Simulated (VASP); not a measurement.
A cell of CdTe (zinc blende) near equilibrium:

```yaml
crystal:
  lattice:
    - [0.00000, 3.27276, 3.27276]
    - [3.27276, 0.00000, 3.27276]
    - [3.27276, 3.27276, 0.00000]
  atoms:
    - { symbol: Cd, position: [0.00000, 0.00000, 0.00000] }
    - { symbol: Te, position: [0.25000, 0.25000, 0.25000] }
```

Computed with r2SCAN meta-GGA, VASP's PBE PAW potentials (set 64) (plane waves; VASP 6.6.1).

Unless said otherwise, spin-orbit coupling is left out, though it shifts the bands of the heavy elements here.

```csv
run,ΔE (meV/atom),σxx,σyy,σzz,"largest shear component, with its sign (GPa)",gap (eV)
as it is,0.0,0.33,0.33,0.33,0.00,1.17
after one change,13.2,2.43,2.43,2.43,0.00,1.32
```
Stress is in GPa, positive when the cell is compressed; gaps are those on the k-mesh, and 0.00 means metallic.

What was changed between the two runs?
(A) shear strain γ_xy = -3.0 %
(B) isotropic strain of -0.5 %
(C) isotropic strain of -1.5 %
(D) isotropic strain of +1.5 %

C, isotropic strain of -1.5 %

The compound is CdTe in the zinc blende structure.
